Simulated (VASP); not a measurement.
Here is the system:

```xyz
2
Lattice="1.3550 -2.3469 0.0000 1.3550 2.3469 0.0000 0.0000 0.0000 4.2800" Properties=species:S:1:pos:R:3 pbc="T T T"
Ru     1.3550     0.7823     1.0700
Ru     1.3550    -0.7823     3.2100
```

Computed with revPBE GGA, VASP's PBE PAW potentials (set 64) (plane waves; VASP). Numerical set-up: 520 eV cut-off, 14×14×8 Γ-centred mesh, first-order Methfessel-Paxton smearing of 0.10 eV, potentials Ru_pv.

Energy and stress use the plane-wave basis of the starting cell.

Q: The ions, cell shape and volume are relaxed. Which structure does the run end with?

A: 
```xyz
2
Lattice="1.3658 -2.3656 0.0000 1.3658 2.3656 0.0000 0.0000 0.0000 4.3041" Properties=species:S:1:pos:R:3 pbc="T T T"
Ru     1.3658     0.7885     1.0760
Ru     1.3658    -0.7885     3.2281
```
Space group P6_3/mmc (194), at a tolerance of 0.03 Å.

Q: How do energy and volume change from the first to the last step?

A: The energy (σ→0) changes by -6.2 meV/atom and the volume by +2.2 %, in 13 ionic steps.

| step | E(σ→0) (eV) | max force (eV/Å) | pressure (GPa) | volume (Å³) |
|---|---|---|---|---|
| 1 | -17.4307 | 0.000 | 6.81 | 27.22 |
| 2 | -17.3515 | 0.000 | -15.76 | 29.56 |
| 3 | -17.4430 | 0.000 | -0.12 | 27.83 |
| 4 | -17.4430 | 0.000 | -0.03 | 27.82 |
| 5 | -17.4430 | 0.000 | 0.10 | 27.80 |
| 6 | -17.4430 | 0.000 | 0.10 | 27.81 |
| 7 | -17.4430 | 0.000 | 0.10 | 27.80 |
| 8 | -17.4430 | 0.000 | 0.10 | 27.80 |
| 9 | -17.4430 | 0.000 | 0.10 | 27.80 |
| 10 | -17.4430 | 0.000 | 0.10 | 27.80 |
| 11 | -17.4430 | 0.000 | 0.10 | 27.80 |
| 12 | -17.4430 | 0.000 | -0.13 | 27.83 |
| 13 | -17.4430 | 0.000 | 0.05 | 27.81 |

The compound is Ru in the hcp structure. This run relaxes it. Symmetry was kept, so distortions that lower it aren't found.
